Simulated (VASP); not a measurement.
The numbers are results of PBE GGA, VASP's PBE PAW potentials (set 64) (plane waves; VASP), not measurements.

VASP input:

**KPOINTS**
```
Automatic mesh
0
Gamma
7 7 7
0 0 0
```

**INCAR**
```
SYSTEM = NiSi2
PREC = Accurate
ENCUT = 300
EDIFF = 1E-6
NELM = 100
ALGO = Normal
LREAL = .FALSE.
LASPH = .TRUE.
ISMEAR = 1
SIGMA = 0.1
GGA = PE
LMAXMIX = 4
LWAVE = .FALSE.
LCHARG = .FALSE.
ISIF = 2
```

POSCAR:
```
NiSi2
1
    0.0000000000     2.6885000000     2.6885000000
    2.6885000000     0.0000000000     2.6885000000
    2.6885000000     2.6885000000     0.0000000000
Si Ni
2 1
Direct
  0.2500000000   0.2500000000   0.2500000000
  0.7500000000   0.7500000000   0.7500000000
  0.0000000000   0.0000000000   0.0000000000
```

POTCAR, in this order: Si Ni (PBE.64 set). Program: vasp_std.

At this cut-off the stress carries a Pulay error, which pulls relaxed volumes low. Gaps are read on the run's mesh, which can miss a band edge.

**Question.** What does the run give for the energy per atom (σ→0), pressure, band gap (on the k-mesh)?

**Answer.** 
The energy per atom (σ→0) comes out as -5.784 eV/atom and the band gap (on the k-mesh) is none (metal, semimetal or under 0.01 eV). The pressure is 54.2 kbar.

### OSZICAR
```
...
DAV:   8    -0.174017584657E+02    0.43661E-01   -0.20781E+00   752   0.231E+01    0.265E+00
DAV:   9    -0.173533125308E+02    0.48446E-01   -0.24033E-01   628   0.961E+00    0.511E-01
DAV:  10    -0.173533332544E+02   -0.20724E-04   -0.56938E-03   668   0.806E-01    0.289E-01
DAV:  11    -0.173533866976E+02   -0.53443E-04   -0.70233E-04   636   0.338E-01    0.287E-02
DAV:  12    -0.173534148351E+02   -0.28138E-04   -0.49213E-05   654   0.100E-01    0.217E-02
DAV:  13    -0.173534173449E+02   -0.25097E-05   -0.30345E-05   590   0.110E-01    0.102E-02
DAV:  14    -0.173534175373E+02   -0.19240E-06   -0.15806E-06   473   0.199E-02
   1 F= -.17353418E+02 E0= -.17352750E+02  d E =-.200274E-02
```

The structure is a typed NiSi2 crystal. The cell was not relaxed at this level. The run is one of a series of settings (KPOINTS 7×7×7 Γ-centred mesh against the base run), some of them coarse on purpose. The run is not spin-polarised, so no magnetic state was tried.
